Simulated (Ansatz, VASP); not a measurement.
# Cross-check of SiHCF (H-SiC-F chair monolayer) between VASP and Ansatz

One calculation is typed for both programs; each brings its own data sets. How far apart do they land? Of the first pair: The structure shown is the start of the Ansatz relaxation below; VASP solves that cell, so the two are compared at the walk's first step.

Calculated with Ansatz 0.2.0; plane waves, with VASP 6.6.1 beside it; PBE with D3(BJ).

## 1. The starting structure

The cell holds 4 atoms: 1 F, 1 C, 1 Si and 1 H. Its edges and angles: a = 3.086 Å, b = 3.085 Å, c = 30.547 Å, α = 90.0°, β = 90.0°, γ = 120.0°. Vacuum lies along c. The height across the vacuum is the one that the program set for its solve, not the one typed.

Coordinates:

```cif
data_structure
_symmetry_space_group_name_H-M 'P 1'
_symmetry_Int_Tables_number 1
_cell_length_a 3.0855
_cell_length_b 3.0855
_cell_length_c 30.5467
_cell_angle_alpha 90.000
_cell_angle_beta 90.000
_cell_angle_gamma 120.000
_cell_volume 251.85
loop_
_atom_site_label
_atom_site_type_symbol
_atom_site_fract_x
_atom_site_fract_y
_atom_site_fract_z
_atom_site_occupancy
F1 F 0.66667 0.33333 0.29463 1
C2 C 0.66667 0.33333 0.33817 1
Si3 Si 0.33333 0.66667 0.35858 1
H4 H 0.33333 0.66667 0.40506 1
```

## 2. Ansatz: relaxation, PBE with D3(BJ)

Ansatz runs on its default PAW (the set named soft_2) files.

The two programs are compared at the cell with which this relaxation starts, whose forces are those of its first step.

Contents of input.yaml:

```yaml
crystal:
  lattice:
    - [3.0855, 0.0, 0.0]
    - [-1.54275, 2.6721213834, 0.0]
    - [0.0, 0.0, 21.3733333333]
  atoms:
    - { symbol: F, position: [0.6666666667, 0.3333333333, 0.4210854648] }
    - { symbol: C, position: [0.6666666667, 0.3333333333, 0.483312539] }
    - { symbol: Si, position: [0.3333333333, 0.6666666667, 0.5124766064] }
    - { symbol: H, position: [0.3333333333, 0.6666666667, 0.5789145352] }
  periodic: [true, true, false]
kpoints:
  mp_grid: { grid: [12, 12, 1] }
hamiltonian:
  xc: pbe
  dispersion: d3bj
scf:
  occupations: { method: fermi_dirac, width: 0.05 }
  convergence: { dr2_threshold: 1.0e-09 }
relax:
  f_tol: 0.004
  max_steps: 90
  cell: {}
output:
  write_potential: true
  write_density: true
  volumetric_format: npy
```

Started as:

```console
ansatz run input.yaml --threads 2 --pin off --max-ram 3072MiB --backend cpu --events-out ev --progress --plain --runs-dir out
```

Numbers of over 12 decimals in the logs are rounded to 6 here.

Output:

```text
Warning: crystal.periodic: the lattice vector that does not repeat stood 0.000° off the slab's normal, 21.373 Å along it as the deck builds it. The run solves the slab on a vector along the normal, 30.547 Å long, with every atom where it was (on the deck's vector they left 18.00 Å outside them, and the widest stretch free of ions among them is 1.42 Å). A fractional position that the run reports is one of the run's ce [...]
Warning: relax.cell: scf.convergence.dr2_threshold = 1e-9 eV is looser than the 2.23656050859e-10 eV advised for a relaxation that steers and ends on the stress (1e-10 eV for each atom of the cell: 4, times the square of relax.cell.stress_2d_tol = 0.05 N/m over 13.4 Å (the atoms' height at the walk's start and 5 Å past either face), 3.739e-2 GPa, over a crystal's default 0.05). What an SCF threshold leaves in a stress goes as its square root, and in the free energy as the threshold itself, and one threshold admits the most on a small cell: [figures from the program's tests cut] Set scf.convergence.dr2_threshold to 2.23656050859e-10 eV or tighter. [rest of the remark cut]
crystal.periodic: the lattice vector that does not repeat stood 0.000° off the slab's normal, 21.373 Å along it as the deck builds it. The run solves the slab on a vector along the normal, 30.547 Å long, with every atom where it was (on the deck's vector they left 18.00 Å outside them, and the widest stretch free of ions among them is 1.42 Å). A fractional position that the run reports is one of the run's cell, which [...]
Engine: ansatz 0.2.0, aarch64-unknown-linux-gnu
Pseudopotentials: kind: paw
Pseudopotential: F, paw, valence charge 7, recommended cutoff 420 eV (normal), F.paw.azcp
Pseudopotential: C, paw, valence charge 4, recommended cutoff 420 eV (normal), C.paw.azcp
Pseudopotential: Si, paw, valence charge 4, recommended cutoff 420 eV (normal), Si.paw.azcp
Pseudopotential: H, paw, valence charge 1, recommended cutoff 420 eV (normal), H.paw.azcp
Functional definition: PBE
  parameter kappa = 0.804
  parameter beta = 0.066725
  exchange = pbe_x(kappa = kappa, mu = beta*pi^2/3)
  correlation = pbe_c(beta = beta)
Crystal: 4 atoms, lattice volume = 251.852 Å³
Basis set: ecut = 420 eV, 4927 PW (Γ), exchange–correlation on 48×48×432 points (8 copies of the dense FFT grid, shifted against one another)
[...]
SCF iter   3: F=—  HF=-1710.087810 eV  |F-HF|=—  |Δ(HF+E_count)|=   4.39e-6  Δρ=2.81e-5  dr2=1.63e-6  ethr=1.11e-7  ⟨swp⟩=2.4  Hψ=370  notcnv=0
SCF iter   4: F=—  HF=-1710.087807 eV  |F-HF|=—  |Δ(HF+E_count)|=   3.00e-6  Δρ=2.01e-5  dr2=2.22e-6  ethr=1.02e-8  ⟨swp⟩=3.7  Hψ=491  notcnv=0
SCF iter   5: F=—  HF=-1710.087806 eV  |F-HF|=—  |Δ(HF+E_count)|=   3.68e-7  Δρ=4.43e-6  dr2=2.88e-8  ethr=1.02e-8  ⟨swp⟩=2.2  Hψ=325  notcnv=0
SCF iter   6: F=—  HF=-1710.087806 eV  |F-HF|=—  |Δ(HF+E_count)|=   2.10e-8  Δρ=1.26e-6  dr2=1.44e-9  ethr=1.80e-10  ⟨swp⟩=3.6  Hψ=481  notcnv=0
SCF iter   7: F=-1710.087806 eV  HF=-1710.087806 eV  |F-HF|=1.19e-10  |Δ(HF+E_count)|=   2.54e-9  Δρ=2.41e-7  dr2=8.08e-11  ethr=6.25e-12  ⟨swp⟩=10.7  Hψ=1602  notcnv=0
SCF 8 converged in 7 iterations: F = -1710.087806 eV  dr2 = 8.08e-11
relax step   8: F+E_penalty+E_count = -1710.08780626 eV  Δ(F+E_penalty+E_count) = +2.041e-4 eV  max|allowed force component| = 2.552e-3 eV/Å  Δτ_max = 0.0003 Å  P = +0.019 N/m  Ω = 261.425 Å³  energy of the carried Pulay correction = -3.060e-4 eV  fix = [c, alpha, beta]  reactions: c +0.000 N/m  (7 SCF iters, accepted)
iter 1 solved again at ethr=4.66e-7 eV; its pass at ethr=3.10e-3 eV (dr2=7.46e-5 eV) is discarded
SCF iter   1: F=—  HF=-1710.087974 eV  |F-HF|=—  |Δ(HF+E_count)|=         —  Δρ=1.54e-5  dr2=3.36e-8  ethr=4.66e-7  ⟨swp⟩=5.1  Hψ=3336  notcnv=0
eigensolver tolerance schedule: the retry pair's looser diagonalisation over-reported the residual by 2221.34 of it (diagonalisation noise at 0.50 of the residual, at the tolerance the schedule requests for it); recorded, not acted on — ethr = c·dr2/N_el stays at c = 1.0e-1
preconditioner: auto → none  [insulator: Δε(μ)=2.689 eV  Ē_g=11.225 eV  σ=0.050 eV  W_gap=1.00  n_scr=16 (ndim 8)  ℏωp=8.6 eV  f_vac=0.796  D(μ)=0.00/eV (n_scr^D=0)  ε∞_Penn≈1.6]
SCF iter   2: F=—  HF=-1710.088043 eV  |F-HF|=—  |Δ(HF+E_count)|=   6.84e-5  Δρ=7.51e-6  dr2=1.69e-8  ethr=2.10e-10  ⟨swp⟩=4.5  Hψ=635  notcnv=0
SCF iter   3: F=—  HF=-1710.088085 eV  |F-HF|=—  |Δ(HF+E_count)|=   4.28e-5  Δρ=4.03e-6  dr2=2.15e-8  ethr=1.06e-10  ⟨swp⟩=3.3  Hψ=491  notcnv=0
SCF iter   4: F=—  HF=-1710.088104 eV  |F-HF|=—  |Δ(HF+E_count)|=   1.81e-5  Δρ=9.98e-7  dr2=1.37e-9  ethr=1.06e-10  ⟨swp⟩=2.2  Hψ=354  notcnv=0
iter 5 met the thresholds in force, and the SCF goes on: an eigenvalue changes by 15.38 meV, over its tolerance of 1.03 meV (output.eigenvalues, Limitations)
SCF iter   5: F=-1710.088107 eV  HF=-1710.088106 eV  |F-HF|=9.90e-7  |Δ(HF+E_count)|=   2.70e-6  Δρ=3.74e-7  dr2=4.92e-11  ethr=6.25e-12  ⟨swp⟩=17.0  Hψ=2116  notcnv=0
iter 6 met the thresholds in force, and the SCF goes on: an eigenvalue changes by 4.43 meV, over its tolerance of 1.00 meV (output.eigenvalues, Limitations)
SCF iter   6: F=-1710.088107 eV  HF=-1710.088107 eV  |F-HF|=1.21e-7  |Δ(HF+E_count)|=   8.69e-7  Δρ=7.91e-8  dr2=3.46e-12  ethr=1.00e-12  ⟨swp⟩=9.4  Hψ=1642  notcnv=0
Mixer restart at iter 6: flushing history
SCF iter   7: F=-1710.088107 eV  HF=-1710.088107 eV  |F-HF|=6.82e-12  |Δ(HF+E_count)|=   1.21e-7  Δρ=1.85e-8  dr2=2.10e-12  ethr=1.00e-12  ⟨swp⟩=8.8  Hψ=1510  notcnv=0
SCF 9 converged in 7 iterations: F = -1710.088107 eV  dr2 = 2.10e-12
relax step   9: F+E_penalty+E_count = -1710.08810732 eV  Δ(F+E_penalty+E_count) = -3.011e-4 eV  max|allowed force component| = 2.560e-3 eV/Å  Δτ_max = 0.0000 Å  P = +0.022 N/m  Ω = 261.425 Å³  fix = [c, alpha, beta]  reactions: c +0.000 N/m  stress off target by 2.18e-2 N/m on what of the cell is left free  SCF on the basis re-selected at this cell (its energy is not comparable with the rows above)  (7 SCF iters)
basis re-selected at this cell: Δ(F+E_penalty+E_count) = -3.011e-4 eV, ΔP = +0.003 N/m vs the last step (what re-selecting the basis moved, of the pressure what is left beyond the Pulay correction that the steps carried, after the strain that the cell walked since its last selection, with what the two solves' SCF thresholds leave and, on support functions, any second-order correction that the steps lacked; it is no m [...]
WARN: The output density's exchange-correlation potential varies sharply where the density is thin. Do not read a vacuum level from v_tot or v_xc, or from such a field of the output density. On a cell that repeats whose density bears no net charge and no dipole along the vacuum's axis use v_es (v_loc + v_h of the components); under efield.dipole_correction with no amplitude use v_es + v_field, which holds any externa [...]
SCF converged after 7 iterations
an eigenvalue changed by more than its tolerance at an iteration that met the thresholds in force, so the SCF went on 2 times, its first undamped step at iteration 6: the last check found none over its tolerance
Free energy (F): -1710.088107 eV
Harris-Foulkes:  -1710.088107 eV  (|F-HF|=6.82e-12)
Internal energy: -1710.088107 eV  (E = F + TS)
E sigma→0 (E₀):  -1710.088107 eV
Fermi energy:    -5.004932 eV
--- Per-component energies (eV) ---
  E_band       = -225.997202
  E_kinetic    = 350.211951
  E_local      = -17958.603271  (includes V_loc(G=0)·N_el)
  E_nonlocal   = 127.262514
  E_hartree    = 8774.951852
  E_xc         = -191.624455
  E_vxc        = -219.606292  (∫ρ·V_xc dr)
  E_paw        = -812.553231  (= ΣΔE_a)
  E_vpaw       = -75.166625  (= ΣTr[D̂ρ^β])
  E_aug_tail   = 0.000804  (compensation charges beyond the density's cutoff)
  E_ewald      = 8000.616033
  E_disp       = -0.350307  (pairwise vdW)
  E_smearing   = -0.000000  (= −TS)
  E_closure    = -0.000000  (closes the sum)
  Σ components = -1710.088107   (vs F -1710.088107, Δ=0.00e0)
--- Forces (eV/Å), atoms counted from 1 ---
  atom   1  F     -0.00000000     0.00000000    -0.00007764
  atom   2  C     -0.00000000     0.00000000     0.00083426
  atom   3  Si     0.00000000     0.00000000     0.00180218
  atom   4  H     -0.00000000     0.00000000    -0.00256068
  max |Σ_I F_I| component: 1.88e-6 eV/Å
--- 2D stress c σ (N/m, compression-positive) ---
        0.021771      -0.000000      -0.000000
        0.000000       0.021771       0.000000
       -0.000000       0.000000       0.000000
  P = ½ c Tr σ = 0.0218 N/m
--- Band table (eV; the first three rows and the last of 19) ---
  k-point 0: bands = ["-30.5591", "-19.6686", "-14.0239", "-10.6569", "-10.6569", "-10.5794", "-6.3728", "-6.3728", "-3.6835", "-1.8145 (-1.8149°)", "-0.8199", "0.1060"]
  k-point 1: bands = ["-30.5468", "-19.5715", "-13.9896", "-10.8754", "-10.6946", "-10.4878", "-6.7979", "-6.4864", "-3.4293", "-1.6565 (-1.6570°)", "-0.6767", "0.2285"]
  k-point 2: bands = ["-30.5130", "-19.2847", "-13.9046", "-11.3156", "-10.7975", "-10.4236", "-7.6459", "-6.7594", "-2.9720", "-1.3803 (-1.3805°)", "-0.3644", "-0.0642"]
  k-point 18: bands = ["-30.3483", "-16.8669", "-14.3561", "-12.7559", "-12.3015", "-10.9025", "-9.2452", "-8.2746", "-1.3996", "-1.3891", "1.4513", "2.5735"]
  ° read free of the cell's end (the report's vacuum.weakly_bound_levels)
--- Relaxed structure (7 steps of the walk, 7 accepted, 2 SCFs on fresh bases) ---
  F+E_penalty+E_count = -1710.08810732 eV   max|allowed force component| = 2.560e-3 eV/Å   (the final SCF, on the basis selected at the relaxed cell)
  cell:  # Å, volume = 261.4249 Å³
    - [3.143593, 0.0, 0]
    - [-1.571796, 2.722431, 0]
    - [0, 0, 30.546667]
  atoms:
    - { symbol: F, position: [0.666667, 0.333333, 0.292165] }
    - { symbol: C, position: [0.666667, 0.333333, 0.338883] }
    - { symbol: Si, position: [0.333333, 0.666667, 0.358174] }
    - { symbol: H, position: [0.333333, 0.666667, 0.407221] }
```

## 3. VASP: single point, PBE with D3(BJ), start cell, pair 1

The same cell, functional, mesh and smearing now go to VASP, with its own data sets.

Lines of VASP's logs that name or quote its potential files are left out, and so is its time.

Contents of INCAR:

```
SYSTEM = SiHCF
PREC = Accurate
ENCUT = 520
EDIFF = 1E-06
NELM = 120
ISMEAR = -1
SIGMA = 0.05
LREAL = .FALSE.
ALGO = Normal
GGA = PE
IVDW = 12
NBANDS = 14
LORBIT = 11
LWAVE = .FALSE.
LCHARG = .FALSE.
ISIF = 2
LDIPOL = .TRUE.
IDIPOL = 3
DIPOL = 0.5 0.5 0.349
LVHAR = .TRUE.
LASPH = .TRUE.
GGA_COMPAT = .FALSE.
EFERMI = MIDGAP
NELMDL = -8
```

Contents of POSCAR:

```
SiHCF
1.0
    3.0855000000      0.0000000000      0.0000000000
   -1.5427500000      2.6721210000      0.0000000000
    0.0000000000      0.0000000000     30.5466670000
F C Si H
1 1 1 1
Direct
    0.6666666667      0.3333333333      0.2946311622
    0.6666666667      0.3333333333      0.3381711006
    0.3333333334      0.6666666666      0.3585770258
    0.3333333334      0.6666666666      0.4050632758
```

Contents of KPOINTS:

```
Automatic mesh
0
Gamma
12 12 1
0 0 0
```

Potentials, in the order of the species: F, C, Si and H (PBE family, release 64).

Started as:

```console
mpirun -np 1 vasp_std
```

Output:

```text
[banner, memory and clock lines left out]
running    1 mpi-ranks, on    1 nodes
 distrk:  each k-point on    1 cores,    1 groups
 distr:  one band on    1 cores,    1 groups

 POSCAR found type information on POSCAR F C SiH
 POSCAR found :  4 types and       4 ions
 LDA part: xc-table for (Slater+PW92), standard interpolation
 POSCAR, INCAR and KPOINTS ok, starting setup
 FFT: planning ... GRIDC
 FFT: planning ... GRID_SOFT
 FFT: planning ... GRID
 WAVECAR not read
 entering main loop
       N       E                     dE             d eps       ncg     rms          rms(c)
DAV:   1     0.132622479953E+03    0.13262E+03   -0.55748E+03   580   0.795E+02
DAV:   2    -0.476467236637E+01   -0.13739E+03   -0.12487E+03   932   0.176E+02
DAV:   3    -0.222218043521E+02   -0.17457E+02   -0.17259E+02   696   0.824E+01
DAV:   4    -0.226804604129E+02   -0.45866E+00   -0.45682E+00   778   0.145E+01
DAV:   5    -0.226881088769E+02   -0.76485E-02   -0.76406E-02   706   0.167E+00
DAV:   6    -0.226883820377E+02   -0.27316E-03   -0.27306E-03   756   0.283E-01
DAV:   7    -0.226883926850E+02   -0.10647E-04   -0.10647E-04   720   0.487E-02
DAV:   8    -0.226883931966E+02   -0.51157E-06   -0.51152E-06   644   0.955E-03    0.945E+00
DAV:   9    -0.213061782778E+02    0.13822E+01   -0.19084E+00   718   0.110E+01    0.497E+00
DAV:  10    -0.210856522777E+02    0.22053E+00   -0.61685E-01   760   0.553E+00    0.147E+00
DAV:  11    -0.210643486714E+02    0.21304E-01   -0.64610E-02   730   0.188E+00    0.539E-01
DAV:  12    -0.210604620893E+02    0.38866E-02   -0.89312E-03   694   0.683E-01    0.157E-01
DAV:  13    -0.210595502454E+02    0.91184E-03   -0.10773E-03   746   0.326E-01    0.902E-02
DAV:  14    -0.210588832269E+02    0.66702E-03   -0.42619E-04   724   0.175E-01    0.346E-02
[...]
DAV:  20    -0.210596852711E+02   -0.55019E-04   -0.18651E-06   596   0.823E-03    0.180E-03
DAV:  21    -0.210597539579E+02   -0.68687E-04   -0.40032E-06   598   0.826E-03    0.130E-03
DAV:  22    -0.210597718731E+02   -0.17915E-04   -0.54728E-07   530   0.476E-03    0.800E-04
DAV:  23    -0.210597841177E+02   -0.12245E-04   -0.44731E-07   484   0.388E-03    0.689E-04
DAV:  24    -0.210597871827E+02   -0.30650E-05   -0.13851E-07   542   0.268E-03    0.299E-04
DAV:  25    -0.210597886352E+02   -0.14525E-05   -0.25415E-08   512   0.908E-04    0.111E-04
DAV:  26    -0.210597897003E+02   -0.10651E-05   -0.17732E-08   440   0.573E-04    0.760E-05
DAV:  27    -0.210597902042E+02   -0.50392E-06   -0.33498E-09   464   0.342E-04
   1 F= -.21427023E+02 E0= -.21427023E+02  d E =-.435624E-12
```

(Part 1 of 2 ends here.)

[Lines on the potential files, build, host, timing and source positions are cut from VASP's logs without a mark.]

[Logs are printed without paths, hosts, clocks, repeated set-up lines and the standing remarks that a program may print on its own settings, such as how far it seeks lower states.]

[Hosts, paths, dates, database ids (printed as entryN), source tags and the programs' standing remarks are cut or masked in the printed files.]
